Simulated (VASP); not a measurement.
The cell holds one CdF2 (fluorite) (111) slab, with vacuum along c, ions free to move until forces fall under 0.03 eV/Å, no reconstruction beyond this cell, dipole correction on. Ionisation potential and electron affinity count from the cell's own band edges, surface states included.

```
CdF2
1.0
    3.81811     0.00000     0.00000
   -1.90905     3.30658     0.00000
    0.00000     0.00000    24.37920
F Cd
6 3
Direct
  0.66667   0.33333   0.34010
  0.33333   0.66667   0.46805
  0.00000   0.00000   0.40406
  0.00000   0.00000   0.59594
  0.66667   0.33333   0.53195
  0.33333   0.66667   0.65990
  0.33333   0.66667   0.37220
  0.00000   0.00000   0.50000
  0.66667   0.33333   0.62780
```

The numbers are results of PBEsol GGA, VASP's PBE PAW potentials (set 64) (plane waves; VASP 6.6.1), not measurements. Settings: 450 eV cut-off, 6×6×1 Γ-centred mesh, Gaussian smearing of 0.050 eV, potentials F Cd.

Slab and bulk use different k-meshes, so the surface energy is good to a few per cent at best.

Q: Predict its surface energy, ionisation potential, electron affinity.

A: 
```json
{
  "surface_energy": "0.39 J/m²",
  "ionisation_potential": "8.24 eV",
  "electron_affinity": "5.11 eV"
}
```

The cell is a thin slab with vacuum, built from CdF2 (fluorite): (111) face.
